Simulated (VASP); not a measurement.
These are PBEsol GGA, VASP's PBE PAW potentials (set 64) (plane waves; VASP 6.6.1) values and carry that method's errors.

VASP ran on this input.

**KPOINTS**
```
K-points
0
Gamma
 10 10 10
```

### POSCAR
```
NiSi2
1.0
  0.0000000000   2.5353092216   2.5353092216
  2.5353092216   0.0000000000   2.5353092216
  2.5353092216   2.5353092216   0.0000000000
Si Ni
2 1
Cartesian
  1.2676546108   1.2676546108   1.2676546108
  3.8029638324   3.8029638324   3.8029638324
  2.5353092216   2.5353092216   0.0000000000
```

### INCAR
```
SYSTEM = NiSi2
PREC = Accurate
ENCUT = 500
EDIFF = 1E-6
NELM = 100
ALGO = Normal
LREAL = .FALSE.
LASPH = .TRUE.
ISMEAR = 1
SIGMA = 0.1
GGA = PS
LMAXMIX = 4
LWAVE = .FALSE.
LCHARG = .FALSE.
IBRION = 2
ISIF = 3
NSW = 40
EDIFFG = -0.02
PSTRESS = 450
```

POTCAR, in this order: Si Ni (PBE.64 set). Program: vasp_std.

What VASP printed:

File OSZICAR:
```
       N       E                     dE             d eps       ncg     rms          rms(c)
DAV:   1     0.717275516265E+02    0.71728E+02   -0.79152E+03  1238   0.143E+03
DAV:   2    -0.163533171083E+02   -0.88081E+02   -0.82256E+02  1252   0.257E+02
DAV:   3    -0.206463989734E+02   -0.42931E+01   -0.42183E+01  1577   0.639E+01
DAV:   4    -0.207225917219E+02   -0.76193E-01   -0.76094E-01  1430   0.810E+00
DAV:   5    -0.207244618061E+02   -0.18701E-02   -0.18698E-02  1623   0.131E+00    0.197E+01
DAV:   6    -0.236196136231E+02   -0.28952E+01   -0.53039E+01  1367   0.185E+02    0.216E+01
DAV:   7    -0.182576008109E+02    0.53620E+01   -0.15783E+01  1462   0.119E+02    0.430E+00
DAV:   8    -0.182851896700E+02   -0.27589E-01   -0.16951E+00  1880   0.193E+01    0.315E+00
DAV:   9    -0.182069253094E+02    0.78264E-01   -0.33991E-01  1441   0.145E+01    0.605E-01
DAV:  10    -0.182047208847E+02    0.22044E-02   -0.32306E-02  1586   0.478E+00    0.317E-01
DAV:  11    -0.182039029089E+02    0.81798E-03   -0.32507E-03  1710   0.138E+00    0.876E-02
DAV:  12    -0.182039228977E+02   -0.19989E-04   -0.24703E-04  1914   0.218E-01    0.208E-02
DAV:  13    -0.182039194194E+02    0.34783E-05   -0.15726E-05  1846   0.888E-02    0.187E-02
DAV:  14    -0.182039194328E+02   -0.13439E-07   -0.14594E-06   941   0.168E-02
   1 F= -.90496280E+01 E0= -.90494762E+01  d E =-.904963E+01
```

OUTCAR:
```
------------------------ aborting loop because EDIFF is reached ----------------------------------------
  FORCE on cell =-STRESS in cart. coord.  units (eV):
  Direction    XX          YY          ZZ          XY          YZ          ZX
  --------------------------------------------------------------------------------------
  Total        9.1481703      9.1481703      9.1481703      0.0000000      0.0000000      0.0000000
  in kB      449.6991023    449.6991023    449.6991023      0.0000000      0.0000000      0.0000000
  external PRESSURE =      -0.3008977 kB  Pullay stress =     450.0000000 kB
  volume of cell :       32.59
      direct lattice vectors                 reciprocal lattice vectors
     0.000000000  2.535309222  2.535309222    -0.197214602  0.197214602  0.197214602
     2.535309222  0.000000000  2.535309222     0.197214602 -0.197214602  0.197214602
     2.535309222  2.535309222  0.000000000     0.197214602  0.197214602 -0.197214602
 POSITION                                       TOTAL-FORCE (eV/Angst)
 -----------------------------------------------------------------------------------
      1.26765      1.26765      1.26765         0.000000     -0.000000      0.000000
      3.80296      3.80296      3.80296        -0.000000      0.000000     -0.000000
      0.00000      0.00000      0.00000        -0.000000     -0.000000     -0.000000
 -----------------------------------------------------------------------------------
    total drift:                               -0.000000     -0.000000      0.000000
  FREE ENERGIE OF THE ION-ELECTRON SYSTEM (eV)
  ---------------------------------------------------
  free  energy   TOTEN  =       -18.2039194328 eV

  energy  without entropy=      -18.2034642216  energy(sigma->0) =      -18.20376770
  enthalpy is  TOTEN    =        -9.0496279809 eV   P V=        9.1542914519

 reached required accuracy - stopping structural energy minimisation
```
(Selected blocks of OUTCAR.)

The compound is NiSi2 in the fluorite structure. It was relaxed first under an external pressure of 45 GPa. The run is not spin-polarised, so no magnetic state was tried.
